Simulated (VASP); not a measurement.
These are PBE GGA, VASP's PBE PAW potentials (set 64) (plane waves; VASP) values and carry that method's errors.

A VASP calculation is set up with these files.

File POSCAR:
```
AsAu3
1
    0.0000000000     3.4412440000     3.4412440000
    3.4412440000     0.0000000000     3.4412440000
    3.4412440000     3.4412440000     0.0000000000
As Au
1 3
Direct
  0.0000000000   0.0000000000   0.0000000000
  0.5000000000   0.5000000000   0.5000000000
  0.2500000000   0.2500000000   0.2500000000
  0.7500000000   0.7500000000   0.7500000000
```

**INCAR**
```
ALGO=Normal
EDIFF=1E-6
ENCUT=400
GGA=PE
ISIF=2
ISMEAR=0
LASPH=.True.
LCHARG=.False.
LMAXMIX=6
LREAL=.False.
LWAVE=.False.
NELM=100
PREC=Accurate
SIGMA=0.05
SYSTEM=AsAu3
```

File KPOINTS:
```
Automatic mesh
0
Monkhorst-Pack
2 2 2
0 0 0
```

POTCAR, in this order: As Au (PBE.64 set). Program: vasp_std.

Output of the run:

File OUTCAR:
```
 ion  position               nearest neighbor table
   1  0.000  0.000  0.000-   4 2.98   4 2.98   4 2.98   3 2.98   3 2.98   3 2.98   4 2.98   3 2.98
  LATTYP: Found a face centered cubic cell.
 ALAT       =     6.8824880000
 Subroutine PRICEL returns:
 Original cell was already a primitive cell.
 Subroutine GETGRP returns: Found 48 space group operations
The static configuration has the point symmetry O_h .
The dynamic configuration has the point symmetry O_h .
 Subroutine INISYM returns: Found 48 space group operations
 Subroutine IBZKPT returns following result:
 Found      2 irreducible k-points:

 Following reciprocal coordinates:
            Coordinates               Weight
  0.250000  0.250000  0.250000      8.000000
 -0.250000  0.250000  0.250000     24.000000
   k-points           NKPTS =      2   k-points in BZ     NKDIM =      2   number of bands    NBANDS=     23
   number of dos      NEDOS =    301   number of ions     NIONS =      4
   total plane-waves  NPLWV =  32768
   dimension x,y,z NGX =    32 NGY =   32 NGZ =   32
   dimension x,y,z NGXF=    64 NGYF=   64 NGZF=   64
   ions per type =               1   3
   PREC   = accura    normal or accurate (medium, high low for compatibility)
   ISTART =      0    job   : 0-new  1-cont  2-samecut
   ICHARG =      2    charge: 1-file 2-atom 10-const
   ISPIN  =      1    spin polarized calculation?
   LNONCOLLINEAR =      F non collinear calculations
   LSORBIT =      F    spin-orbit coupling
   INIWAV =      1    electr: 0-lowe 1-rand  2-diag
   ENCUT  =  400.0 eV  29.40 Ry    5.42 a.u.   7.94  7.94  7.94*2*pi/ulx,y,z
   NELM   =    100;   NELMIN=  2; NELMDL= -5     # of ELM steps
   EDIFF  = 0.1E-05   stopping-criterion for ELM
   LREAL  =      F    real-space projection
   NLSPLINE    = F    spline interpolate recip. space projectors
   LMAXMIX     =    6 max onsite mixed and CHGCAR
   VOSKOWN=      0    Vosko Wilk Nusair interpolation
   EDIFFG = 0.1E-04   stopping-criterion for IOM
   NSW    =      0    number of steps for IOM
   NBLOCK =      1;   KBLOCK =      1    inner block; outer block
...
```

File OSZICAR:
```
       N       E                     dE             d eps       ncg     rms          rms(c)
DAV:   1     0.169948274161E+03    0.16995E+03   -0.16200E+04    92   0.124E+03
DAV:   2    -0.962664406291E+01   -0.17957E+03   -0.17399E+03   106   0.258E+02
DAV:   3    -0.140034075084E+02   -0.43768E+01   -0.43463E+01   106   0.395E+01
DAV:   4    -0.140391318205E+02   -0.35724E-01   -0.35560E-01   106   0.382E+00
DAV:   5    -0.140398393887E+02   -0.70757E-03   -0.70732E-03   106   0.484E-01    0.972E+00
DAV:   6    -0.131881801201E+02    0.85166E+00   -0.36223E+00   106   0.151E+01    0.746E+00
DAV:   7    -0.131477832348E+02    0.40397E-01   -0.14095E-01   106   0.252E+00    0.430E+00
DAV:   8    -0.131391057771E+02    0.86775E-02   -0.71620E-02    99   0.137E+00    0.599E-01
DAV:   9    -0.131371111350E+02    0.19946E-02   -0.75043E-03   113   0.494E-01    0.194E-01
DAV:  10    -0.131370625101E+02    0.48625E-04   -0.17733E-03    99   0.259E-01    0.384E-02
DAV:  11    -0.131370508733E+02    0.11637E-04   -0.60578E-05   113   0.512E-02    0.176E-02
DAV:  12    -0.131370565177E+02   -0.56443E-05   -0.93137E-06    92   0.220E-02    0.416E-03
DAV:  13    -0.131370565692E+02   -0.51538E-07   -0.39167E-07    46   0.733E-03
   1 F= -.13137057E+02 E0= -.13127415E+02  d E =-.192828E-01
```

OUTCAR:
```
------------------------ aborting loop because EDIFF is reached ----------------------------------------
  FORCE on cell =-STRESS in cart. coord.  units (eV):
  Direction    XX          YY          ZZ          XY          YZ          ZX
  --------------------------------------------------------------------------------------
  Total       -4.7835457     -4.7835457     -4.7835457     -0.0000000     -0.0000000      0.0000000
  in kB      -94.0338275    -94.0338275    -94.0338275     -0.0000000     -0.0000000      0.0000000
  external PRESSURE =     -94.0338275 kB  Pullay stress =       0.0000000 kB
  volume of cell :       81.50
      direct lattice vectors                 reciprocal lattice vectors
     0.000000000  3.441244000  3.441244000    -0.145296294  0.145296294  0.145296294
     3.441244000  0.000000000  3.441244000     0.145296294 -0.145296294  0.145296294
     3.441244000  3.441244000  0.000000000     0.145296294  0.145296294 -0.145296294
 POSITION                                       TOTAL-FORCE (eV/Angst)
 -----------------------------------------------------------------------------------
      0.00000      0.00000      0.00000        -0.000000      0.000000      0.000000
      3.44124      3.44124      3.44124        -0.000000      0.000000      0.000000
      1.72062      1.72062      1.72062         0.000000     -0.000000      0.000000
      5.16187      5.16187      5.16187        -0.000000     -0.000000     -0.000000
 -----------------------------------------------------------------------------------
    total drift:                               -0.000000     -0.000000      0.000000
  FREE ENERGIE OF THE ION-ELECTRON SYSTEM (eV)
  ---------------------------------------------------
  free  energy   TOTEN  =       -13.1370565692 eV

  energy  without entropy=      -13.1177737792  energy(sigma->0) =      -13.12741517
```
(Selected blocks of OUTCAR.)

The structure was generated: AsAu3 was put into the D03 type (Fm-3m), which need not be its known phase. The cell was not relaxed at this level. The k-mesh is coarse (spacing up to 0.79 per Å, 2π included), so the numbers may not be converged in it. The run is one of a series of settings (KPOINTS 2×2×2 Monkhorst-Pack mesh against the base run), some of them coarse on purpose.
